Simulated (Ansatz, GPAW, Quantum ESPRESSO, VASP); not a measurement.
One structure in several programs: MgPt7 (Fm-3m, 8 atoms in the cell)

Self-consistent single point.

```yaml
crystal:
  lattice:
    - [0.00000, 3.93653, 3.93653]
    - [3.93653, 0.00000, 3.93653]
    - [3.93653, 3.93653, 0.00000]
  atoms:
    - { symbol: Mg, position: [0.00000, 0.00000, 0.00000] }
    - { symbol: Pt, position: [0.50000, 0.00000, 0.00000] }
    - { symbol: Pt, position: [0.50000, 0.00000, 0.50000] }
    - { symbol: Pt, position: [0.00000, 0.50000, 0.50000] }
    - { symbol: Pt, position: [0.00000, 0.50000, 0.00000] }
    - { symbol: Pt, position: [0.50000, 0.50000, 0.00000] }
    - { symbol: Pt, position: [0.00000, 0.00000, 0.50000] }
    - { symbol: Pt, position: [0.50000, 0.50000, 0.50000] }
```

Shared settings, as Ansatz (an electronic-structure program) writes them: kpoints.mp_grid.grid = 6 6 6; scf.occupations.method = gaussian; scf.occupations.width = 0.272 eV. Potentials and cutoffs stand in the table.

```
code                                                                      model  pressure (GPa)   cutoff
----------------  -------------------------------------------------------------  --------------  -------
VASP                               LDA (PZ), VASP's LDA PAW potentials (set 64)           -9.09   300 eV
Quantum ESPRESSO            LDA (PZ), GBRV 1.5 ultrasoft (LDA) pseudopotentials           -9.96    40 Ry
Ansatz                              LDA (PW92), default PAW files made with PBE           -8.79  default
GPAW              LDA (Perdew-Wang 92), GPAW PAW datasets LDA (gpaw-data 1.0.1)           -9.23   800 eV
```

On Ansatz's run: spin-orbit coupling is off. Spin polarisation is off.

The spread over the programs that give each value: pressure within 1.17 GPa.

Ansatz's pressure is given at a fixed set of plane waves, as the other plane-wave codes print theirs; with its correction for the finite basis it is -8.74 GPa. The same LDA comes in different parametrisations, which differ slightly.

VASP's run is marked for a possible Pulay error in its stress at this cutoff; no cutoff test was made.

The starting cell comes from a database of computed structures (which also holds hypothetical and non-ambient phases and stackings), without a prior relaxation at this level.

Left out of this page: Elk and SIESTA (not drawn, or without a comparable value).

Keys are those of Ansatz 0.2.
